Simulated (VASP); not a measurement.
Input:

```yaml
crystal:
  lattice:
    - [0.00000, 2.14881, 2.14881]
    - [2.14881, 0.00000, 2.14881]
    - [2.14881, 2.14881, 0.00000]
  atoms:
    - { symbol: Li, position: [0.00000, 0.00000, 0.00000] }
    - { symbol: Cl, position: [0.50000, 0.50000, 0.50000] }
```

Level of theory: LDA (Ceperley-Alder, Perdew-Zunger), VASP's LDA PAW potentials (set 64) (plane waves; VASP). Settings: 620 eV cut-off, 11×11×11 Γ-centred mesh, Gaussian smearing of 0.050 eV, potentials Li_sv Cl.

Task: Estimate the energy per atom (σ→0), pressure.

Result: 
- energy per atom (σ→0): -3.531 eV/atom
- pressure: 44.95 GPa

Only differences to runs with the same potentials and settings are physical.

The compound is LiCl in the rock salt structure. It was relaxed first under an external pressure of 45 GPa.
